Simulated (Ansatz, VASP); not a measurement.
# Cross-check of Ta2O5 between VASP and Ansatz

Aim: how closely do two programs agree when they are given the same cell, functional and k mesh? The cell is taken from a series of runs on this material, whose earlier steps may have relaxed, scaled, displaced or heated it; both programs get it as it stands.

Calculated with Ansatz 0.2.0; plane waves, with VASP 6.6.1 beside it; single point at LDA.

### 1. The starting structure

The structure is monoclinic, space group P2/m (No. 10). The conventional cell has a = 3.803 Å, b = 3.824 Å, c = 6.710 Å, α = 90.00°, β = 105.57°, γ = 90.00°. Ta has 6 O at 1.89 to 2.18 Å nearest. O has 2 Ta at 1.91 Å nearest. O has 3 Ta at 1.95 to 2.18 Å nearest. Nearest to O lie 2 Ta at 1.89 Å. Farther neighbours and most contacts between anions are not listed.

### 2. Ansatz: single point, LDA, pair 1

Ansatz runs on its PAW soft_1 files.

With cell and atoms fixed, the geometry can't cause a difference; cores, projectors, grids and the points listed under the comparison can.

input.yaml reads:

```yaml
crystal:
  lattice:
    - [3.8029939338, 0.0, 0.0]
    - [0.0, 3.8240885925, 0.0]
    - [-1.8007527231, 0.0, 6.4636698259]
  atoms:
    - { symbol: Ta, position: [0.6485990684, 0.0, 0.7921887559] }
    - { symbol: Ta, position: [0.3514009316, 0.0, 0.2078112441] }
    - { symbol: O, position: [0.6652198356, 0.5, 0.8008792217] }
    - { symbol: O, position: [0.3347801644, 0.5, 0.1991207783] }
    - { symbol: O, position: [0.1897069903, 0.0, 0.8710707635] }
    - { symbol: O, position: [0.8102930097, 0.0, 0.1289292365] }
    - { symbol: O, position: [0.5, 0.0, 0.5] }
kpoints:
  mp_grid: { grid: [6, 6, 4] }
  band_path:
    path:
      - [0.0, 0.0, 0.0]
      - [0.0, 0.5, 0.0]
      - [0.0, 0.5, 0.5]
      - [0.0, 0.0, 0.5]
      - [-0.5, 0.0, 0.5]
      - [-0.5, 0.5, 0.5]
      - [-0.5, 0.5, 0.0]
      - [-0.5, 0.0, 0.0]
    npoints: 1
hamiltonian:
  xc: lda
  pseudopotentials: { kind: paw, azcp: { folder: soft_1 }, xc_functional: pbe }
scf:
  occupations: { method: fermi_dirac, width: 0.02 }
  n_extra_bands: 6
output:
  eigenvalues: true
```

Run with:

```sh
$ ansatz run input.yaml --threads 3 --pin off --max-ram 92160MiB --backend cuda --events-out ev --progress --plain --runs-dir out --devices 1 --max-vram 13GiB
```

Numbers of over 12 decimals in the logs are rounded to 6 here.

Log:

```text
scf.n_extra_bands = 6 over 28 filled bands (N_el = 56.0): the run solves 34 bands
GPUs: using 1 of 1 available (devices: 1).
Engine: ansatz 0.2.0, x86_64-unknown-linux-gnu
Pseudopotentials: kind: paw
Pseudopotential: Ta, paw, valence charge 13, recommended cutoff 420 eV (normal), soft_1/Ta.paw.azcp
Pseudopotential: O, paw, valence charge 6, recommended cutoff 420 eV (normal), soft_1/O.paw.azcp
Functional definition: SPW92
  exchange = slater_x
  correlation = pw_c
device memory: the entry about to start is reckoned to put 2.7 GiB on a device that reports 34.5 GiB free (of which the cap on the GPU budget leaves the run 13.0 GiB)
GPU FFT provider: cuFFT
GPU libraries: cuBLAS 13.8.2, cuFFT 12.4.0, cuSOLVER 12.3.4
Crystal: 7 atoms, lattice volume = 94.001 Å³
Basis set: ecut = 420 eV, 1821 PW (Γ)
Bands: 34, of which v1, the nominal top of the filled ones, is band 28 counted from 1 (27 counted from 0)
Symmetry: 4 space group operations
Space group: P2/m (ITA 10), of the structure as read, at distance tolerance 4.5e-5 Å
k-points: 56 of 144
Non-local potential: Ta, projectors of the file, l = 0: 3, l = 1: 2, l = 2: 2, l = 3: 1
Non-local potential: O, projectors of the file, l = 0: 2, l = 1: 2, l = 2: 1
PAW form: soft (Blöchl's): semilocal exchange-correlation on the pseudo side does not see the compensation charge
PAW frozen core: Ta, regenerated for the run's functional, and the local potential with it (the file was generated under x = pbe(κ = 0.804, μ = 0.219515), c = pbe(β = 0.066725))
PAW frozen core: O, regenerated for the run's functional, and the local potential with it (the file was generated under x = pbe(κ = 0.804, μ = 0.219515), c = pbe(β = 0.066725))
PAW one-centre angular grid: Ta, 590 points (default); XC on 64 Gauss nodes
PAW one-centre angular grid: O, 110 points (default); XC on 64 Gauss nodes
Initial density: superposition of atomic densities (chi_scale 0.1, normalization cell, long waves kept (reshape's long-wave potential 0.01 eV rms))
Initial wavefunctions: pseudopotential atomic-orbital guess
GPU buffer pool allocated for 32805 grid points (all kernels)
GPU transforms: local potential and band sums: pruned to the plane-wave sphere, on 25×25×45
Functional: x = slater, c = lda
SCF iter   1: F=—  HF=-22151.518546 eV  |F-HF|=—  |Δ(HF+E_count)|=         —  Δρ=6.69e-2  dr2=3.74e0  ethr=3.10e-3  ⟨swp⟩=6.0  Hψ=7292  notcnv=0
preconditioner: auto → Resta (q_TF=auto, 2.503 Å⁻¹)  ε∞=5.4  [insulator: Δε(μ)=2.673 eV  Ē_g=11.556 eV  σ=0.020 eV  W_gap=1.00  n_scr=26 (ndim 8)  ℏωp=24.2 eV  f_vac=0.081  D(μ)=0.00/eV (n_scr^D=0)  ε∞_Penn≈5.4]
SCF iter   2: F=—  HF=-22150.794022 eV  |F-HF|=—  |Δ(HF+E_count)|=   7.25e-1  Δρ=3.43e-2  dr2=7.98e-1  ethr=3.10e-3  ⟨swp⟩=2.0  Hψ=3551  notcnv=0  defer=84
SCF iter   3: F=—  HF=-22150.615000 eV  |F-HF|=—  |Δ(HF+E_count)|=   1.79e-1  Δρ=1.52e-2  dr2=2.64e-1  ethr=1.42e-3  ⟨swp⟩=2.1  Hψ=2900  notcnv=0  defer=84
SCF iter   4: F=—  HF=-22150.544714 eV  |F-HF|=—  |Δ(HF+E_count)|=   7.03e-2  Δρ=4.11e-3  dr2=2.03e-2  ethr=4.71e-4  ⟨swp⟩=2.2  Hψ=3332  notcnv=0  defer=112
SCF iter   5: F=—  HF=-22150.545765 eV  |F-HF|=—  |Δ(HF+E_count)|=   1.05e-3  Δρ=3.38e-3  dr2=1.01e-2  ethr=3.63e-5  ⟨swp⟩=2.2  Hψ=3120  notcnv=0  defer=112
SCF iter   6: F=—  HF=-22150.544938 eV  |F-HF|=—  |Δ(HF+E_count)|=   8.27e-4  Δρ=6.66e-4  dr2=6.42e-4  ethr=1.81e-5  ⟨swp⟩=2.1  Hψ=3087  notcnv=0  defer=112
SCF iter   7: F=—  HF=-22150.545325 eV  |F-HF|=—  |Δ(HF+E_count)|=   3.88e-4  Δρ=1.55e-4  dr2=2.50e-5  ethr=1.15e-6  ⟨swp⟩=2.0  Hψ=2523  notcnv=0  defer=112
SCF iter   8: F=—  HF=-22150.545494 eV  |F-HF|=—  |Δ(HF+E_count)|=   1.69e-4  Δρ=1.50e-4  dr2=1.74e-5  ethr=4.47e-8  ⟨swp⟩=2.0  Hψ=2954  notcnv=0  defer=112
SCF iter   9: F=—  HF=-22150.545492 eV  |F-HF|=—  |Δ(HF+E_count)|=   2.03e-6  Δρ=3.47e-5  dr2=1.08e-6  ethr=3.11e-8  ⟨swp⟩=2.0  Hψ=2836  notcnv=0  defer=112
SCF iter  10: F=-22150.545493 eV  HF=-22150.545493 eV  |F-HF|=2.14e-8  |Δ(HF+E_count)|=   6.28e-7  Δρ=6.05e-6  dr2=4.64e-8  ethr=1.79e-10  ⟨swp⟩=7.6  Hψ=6005  notcnv=0
SCF 1 converged in 10 iterations: F = -22150.545493 eV  dr2 = 4.64e-8
  greatest PAW one-centre occupation: 0.999 electrons in one spin orbital (limit 2), on the Ta atom at site 1 (counted from 0), in its partial waves of l = 0
device memory: the entry about to start is reckoned to put 1.2 GiB on a device that reports 31.7 GiB free (of which the cap on the GPU budget leaves the run 13.0 GiB)
NSCF: frozen V_eff on 8 k-points
SCF converged after 10 iterations
Free energy (F): -22150.545493 eV
Harris-Foulkes:  -22150.545493 eV  (|F-HF|=2.14e-8)
Internal energy: -22150.545493 eV  (E = F + TS)
E sigma→0 (E₀):  -22150.545493 eV
Fermi energy:    8.139533 eV
--- Per-component energies (eV) ---
  E_band       = -547.878960
  E_kinetic    = 1614.565277
  E_local      = -4391.311789  (includes V_loc(G=0)·N_el)
  E_nonlocal   = 265.515184
  E_hartree    = 1658.550547
  E_xc         = -983.846387
  E_vxc        = -913.982727  (∫ρ·V_xc dr)
  E_paw        = -16876.640154  (= ΣΔE_a)
  E_vpaw       = -439.768113  (= ΣTr[D̂ρ^β])
  E_aug_tail   = 0.004165  (compensation charges beyond the density's cutoff)
  E_ewald      = -3438.384938
  E_core_change = 1.002601  (= ΣΔE_core)
  E_smearing   = -0.000000  (= −TS)
  E_closure    = 0.000000  (closes the sum)
  Σ components = -22150.545493   (vs F -22150.545493, Δ=0.00e0)
--- Band table (eV; the first three rows and the last of 56) ---
  k-point 0: bands = [... 24 lower, 6.1023, 6.1541, 6.3881, 6.4210, 9.2839, 9.7083, 9.8795, 11.4447, ... 2 higher]
  k-point 1: bands = [... 24 lower, 6.0438, 6.1020, 6.3224, 6.3567, 9.2622, 9.7329, 9.8457, 11.3643, ... 2 higher]
  k-point 2: bands = [... 24 lower, 6.0845, 6.1023, 6.1983, 6.2912, 9.2422, 9.7584, 9.8155, 11.2771, ... 2 higher]
  k-point 55: bands = [... 24 lower, 5.0156, 6.2833, 6.9098, 7.0368, 10.2763, 12.1755, 12.7314, 13.4038, ... 2 higher]
```

### 3. VASP: single point, LDA, pair 1

The same cell, functional (in two slightly different forms), mesh and smearing now go to VASP, with its own data sets.

Lines of VASP's logs that name or quote its potential files are left out, and so is its time.

INCAR reads:

```
SYSTEM = Ta2O5
PREC = Accurate
ENCUT = 520
EDIFF = 1E-06
NELM = 120
ISMEAR = -1
SIGMA = 0.02
LREAL = .FALSE.
ALGO = Normal
GGA = PW92
NBANDS = 33
LASPH = .TRUE.
LORBIT = 11
LWAVE = .FALSE.
LCHARG = .FALSE.
ISIF = 2
GGA_COMPAT = .FALSE.
EFERMI = MIDGAP
KPAR = 2
```

POSCAR reads:

```
Ta2O5
1.0
    3.8029939338      0.0000000000      0.0000000000
    0.0000000000      3.8240885925      0.0000000000
   -1.8007527231      0.0000000000      6.4636698259
Ta O
2 5
Direct
    0.6485990684      0.0000000000      0.7921887559
    0.3514009316      0.0000000000      0.2078112441
    0.6652198356      0.5000000000      0.8008792217
    0.3347801644      0.5000000000      0.1991207783
    0.1897069903      0.0000000000      0.8710707635
    0.8102930097      0.0000000000      0.1289292365
    0.5000000000      0.0000000000      0.5000000000
```

KPOINTS reads:

```
Automatic mesh
0
Gamma
6 6 4
0 0 0
```

The projector-augmented-wave data sets are Ta_pv and O (LDA family, release 64).

Run with:

```sh
$ mpirun -np 2 vasp_std
```

Log:

```text
[banner, memory and clock lines left out]
running    2 mpi-ranks, on    1 nodes
 distrk:  each k-point on    1 cores,    2 groups
 distr:  one band on    1 cores,    1 groups

 POSCAR found type information on POSCAR TaO
 POSCAR found :  2 types and       7 ions
|                                                                             |
|               ----> ADVICE to this user running VASP <----                  |
|                                                                             |
|     You enforced a specific xc type in the INCAR file but a different       |
|     [... a line on the potential file left out ...]
|     I HOPE YOU KNOW WHAT YOU ARE DOING!                                     |
|                                                                             |

 LDA part: xc-table for (Slater(with rela. corr.)+PW92), standard interpolation
 POSCAR, INCAR and KPOINTS ok, starting setup
 FFT: planning ... GRIDC
 FFT: planning ... GRID_SOFT
 FFT: planning ... GRID
 WAVECAR not read
 entering main loop
       N       E                     dE             d eps       ncg     rms          rms(c)
DAV:   1     0.458721129202E+03    0.45872E+03   -0.29708E+04  3696   0.157E+03
DAV:   2    -0.591124689490E+02   -0.51783E+03   -0.50583E+03  4642   0.431E+02
DAV:   3    -0.883316697959E+02   -0.29219E+02   -0.29118E+02  4480   0.107E+02
DAV:   4    -0.887030684611E+02   -0.37140E+00   -0.37086E+00  4496   0.133E+01
DAV:   5    -0.887090185450E+02   -0.59501E-02   -0.59474E-02  4455   0.162E+00    0.523E+01
DAV:   6    -0.748581278930E+02    0.13851E+02   -0.69992E+01  4355   0.532E+01    0.201E+01
DAV:   7    -0.744057788803E+02    0.45235E+00   -0.38564E+00  4286   0.121E+01    0.124E+01
DAV:   8    -0.742441801615E+02    0.16160E+00   -0.43076E-01  4832   0.540E+00    0.143E+00
DAV:   9    -0.742373609157E+02    0.68192E-02   -0.31722E-02  4447   0.136E+00    0.382E-01
DAV:  10    -0.742363517509E+02    0.10092E-02   -0.45831E-03  4607   0.467E-01    0.179E-01
DAV:  11    -0.742364316094E+02   -0.79858E-04   -0.72837E-04  4283   0.191E-01    0.436E-02
DAV:  12    -0.742364312735E+02    0.33584E-06   -0.16763E-04  4140   0.102E-01    0.418E-02
DAV:  13    -0.742364392445E+02   -0.79710E-05   -0.11484E-05  4423   0.244E-02    0.387E-03
DAV:  14    -0.742364400819E+02   -0.83739E-06   -0.18809E-06  3561   0.976E-03
   1 F= -.74236440E+02 E0= -.74236440E+02  d E =0.000000E+00
```

From OUTCAR (step 3):

```text
ion  position               nearest neighbor table
   1  0.649  0.000  0.792-   7 1.89   3 1.91   3 1.91   5 1.95   5 1.98   6 2.18   2 3.28   2 3.30

  LATTYP: Found a simple monoclinic cell.
 ALAT       =     3.8029939338
 B/A-ratio  =     1.0055468557
 C/A-ratio  =     1.7643530617
 COS(beta)  =    -0.2683755529

 Subroutine GETGRP returns: Found  4 space group operations
 (whereof  4 operations were pure point group operations)

The static configuration has the point symmetry C_2h.

 Found     56 irreducible k-points:

   k-points           NKPTS =     56   k-points in BZ     NKDIM =     56   number of bands    NBANDS=     33

   dimension x,y,z NGX =    28 NGY =   28 NGZ =   50
   dimension x,y,z NGXF=    56 NGYF=   56 NGZF=  100

   ENCUT  =  520.0 eV  38.22 Ry    6.18 a.u.   7.07  7.11 12.48*2*pi/ulx,y,z

   NELECT =      52.0000    total number of electrons

 k-points in reciprocal lattice and weights: Automatic mesh
   0.00000000  0.00000000  0.00000000       0.007
   0.16666667  0.00000000 -0.00000000       0.014
   0.33333333  0.00000000  0.00000000       0.014
   0.50000000  0.00000000 -0.00000000       0.007
   0.00000000  0.16666667  0.00000000       0.014
   0.16666667  0.16666667 -0.00000000       0.028
   0.33333333  0.16666667  0.00000000       0.028
   0.50000000  0.16666667 -0.00000000       0.014
   0.00000000  0.33333333  0.00000000       0.014
[...]
0.33333333  0.50000000  0.50000000       0.014
   0.50000000  0.50000000  0.50000000       0.007

 average (electrostatic) potential at core
       1 -41.9233       2 -41.9233       3 -73.4848       4 -73.4848       5 -74.4299
       6 -74.4299       7 -74.3949

 E-fermi :   2.0609

 k-point     1 :       0.0000    0.0000    0.0000
  band No.  band energies     occupation
    ...
     22      -0.1697      2.00000
     23       0.0576      2.00000
     24       0.1014      2.00000
     25       0.3390      2.00000
     26       0.3811      2.00000
     27       3.1747      0.00000
     28       3.5979      0.00000
     29       3.7696      0.00000
     30       5.3502      0.00000
     31       5.4072      0.00000
    ...

 k-point     2 :       0.1667    0.0000   -0.0000
  band No.  band energies     occupation
    ...
     22      -0.2837      2.00000
     23      -0.1057      2.00000
     24       0.1377      2.00000
     25       0.1787      2.00000
     26       0.2296      2.00000
     27       3.6229      0.00000
     28       3.9035      0.00000
     29       4.0779      0.00000
     30       4.4815      0.00000
     31       5.5866      0.00000
    ...

 k-point     3 :       0.3333    0.0000    0.0000
  band No.  band energies     occupation
    ...
     22      -0.5676      2.00000
     23      -0.1841      2.00000
     24      -0.0385      2.00000
     25       0.0142      2.00000
     26       0.2103      2.00000
     27       3.5061      0.00000
     28       4.0070      0.00000
     29       4.7579      0.00000
     30       5.1301      0.00000
     31       5.8145      0.00000
    ...

  Total        1.1521297      2.3841450      0.8606812      0.0000000      0.0000000     -0.0493943
  in kB       19.6371835     40.6359588     14.6696644      0.0000000      0.0000000     -0.8418884
  external PRESSURE =      24.9809355 kB  Pullay stress =       0.0000000 kB

  energy-cutoff  :      520.00
  volume of cell :       94.00
      direct lattice vectors                 reciprocal lattice vectors
     3.802993934  0.000000000  0.000000000     0.262950722  0.000000000  0.073257026
     0.000000000  3.824088592  0.000000000     0.000000000  0.261500218  0.000000000
    -1.800752723  0.000000000  6.463669826     0.000000000  0.000000000  0.154710873

 POSITION                                       TOTAL-FORCE (eV/Angst)
 -----------------------------------------------------------------------------------
      1.04008      0.00000      5.12045         0.009358     -0.000000      0.023106
      0.96216      0.00000      1.34322        -0.009358      0.000000     -0.023106
      1.08764      1.91204      5.17662         0.009413      0.000000      0.008003
      0.91460      1.91204      1.28705        -0.009413     -0.000000     -0.008003
     -0.84713      0.00000      5.63031        -0.015225     -0.000000     -0.000015
      2.84937      0.00000      0.83336         0.015225      0.000000      0.000015
      1.00112      0.00000      3.23183         0.000000     -0.000000      0.000000
 -----------------------------------------------------------------------------------
    total drift:                               -0.000000     -0.000000      0.000000

  FREE ENERGIE OF THE ION-ELECTRON SYSTEM (eV)
  ---------------------------------------------------
  free  energy   TOTEN  =       -74.2364400819 eV

  energy  without entropy=      -74.2364400819  energy(sigma->0) =      -74.23644008

 total charge
# of ion       s       p       d       tot
------------------------------------------
    1        0.365   6.381   2.182   8.928
    2        0.365   6.381   2.182   8.928
    3        1.564   3.518   0.000   5.082
    4        1.564   3.518   0.000   5.082
    5        1.552   3.555   0.000   5.107
    6        1.552   3.555   0.000   5.107
    7        1.561   3.529   0.000   5.090
--------------------------------------------------
tot          8.525  30.436   4.364  43.325

[... 3 further parts left out ...]
```

The run ends at a pressure of 2.50 GPa, with forces up to 0.025 eV/Å.

### 4. Comparison

Known differences besides the potentials themselves: the data sets hold 56 valence electrons in Ansatz (on its PAW soft_1 files) and 52 in VASP; the cutoff is 420 eV in Ansatz and 520 eV in VASP; VASP's log shows a relativistic correction to its local exchange, Ansatz's none. Total energies have different zeros and are not compared.

Compared:

| quantity | Ansatz | VASP | difference |
| --- | --- | --- | --- |
| gap on the k mesh (eV) | 2.205 | 2.143 | +0.062 |

A gap on the mesh is an upper bound, since the band edges may lie between its points; neither run holds spin-orbit coupling, which can move the band edges of a compound of Ta.

### 5. Ansatz: single point, LDA, pair 2

A single point gives forces, pressure and levels at one fixed geometry, so differences don't come from the geometry; what else differs is listed under the comparison.

The cell is taken from a series of runs on this material, whose earlier steps may have relaxed, scaled, displaced or heated it; both programs get it as it stands.

input.yaml, the sections that differ from step 2:

```yaml
crystal:
  lattice:
    - [3.7837868937, 0.0, 0.0]
    - [0.0, 3.8047750138, 0.0]
    - [-1.7916580123, 0.0, 6.5289594201]
  atoms:
    - { symbol: Ta, position: [0.6464567283, 0.0, 0.7905432933] }
    - { symbol: Ta, position: [0.3535432717, 0.0, 0.2094567067] }
    - { symbol: O, position: [0.6700713333, 0.5, 0.7996270252] }
    - { symbol: O, position: [0.3299286667, 0.5, 0.2003729748] }
    - { symbol: O, position: [0.1910457062, 0.0, 0.8728085138] }
    - { symbol: O, position: [0.8089542938, 0.0, 0.1271914862] }
    - { symbol: O, position: [0.5, 0.0, 0.5] }
# kpoints, hamiltonian, scf, output: as in step 2
```

Run with:

```sh
$ ansatz run input.yaml --threads 3 --pin off --max-ram 92160MiB --backend cuda --events-out ev --progress --plain --runs-dir out --devices 1 --max-vram 13GiB
```

Log:

```text
[...]
GPUs: using 1 of 1 available (devices: 1).
[...]
GPU FFT provider: cuFFT
GPU libraries: cuBLAS 13.8.2, cuFFT 12.4.0, cuSOLVER 12.3.4
Crystal: 7 atoms, lattice volume = 93.994 Å³
Basis set: ecut = 420 eV, 1827 PW (Γ)
Bands: 34, of which v1, the nominal top of the filled ones, is band 28 counted from 1 (27 counted from 0)
Symmetry: 4 space group operations
[...]
k-points: 56 of 144
[...]
--- Band table (eV; the first three rows and the last of 56) ---
  k-point 0: bands = [... 24 lower, 6.0800, 6.1032, 6.3536, 6.3854, 9.4161, 9.7614, 9.8875, 11.5107, ... 2 higher]
  k-point 1: bands = [... 24 lower, 5.9836, 6.1033, 6.2803, 6.3231, 9.3939, 9.7901, 9.8793, 11.5648, ... 2 higher]
  k-point 2: bands = [... 24 lower, 6.0634, 6.1034, 6.1358, 6.2609, 9.3735, 9.8278, 9.8618, 11.4479, ... 2 higher]
  k-point 55: bands = [... 24 lower, 5.0157, 6.2464, 6.9189, 7.0517, 10.2280, 12.1138, 12.7722, 13.4734, ... 2 higher]
[key lines of the parts left out:]
SCF converged after 11 iterations
Free energy (F): -22150.523709 eV
Fermi energy:    8.210502 eV
```

[end of part 1 of 2]

[Lines on the potential files, build, host, timing and source positions are cut from VASP's logs without a mark.]

[Logs are printed without paths, hosts, clocks, repeated set-up lines and the standing remarks that a program may print on its own settings, such as how far it seeks lower states.]

[Hosts, paths, dates, database ids (printed as entryN), source tags and the programs' standing remarks are cut or masked in the printed files.]
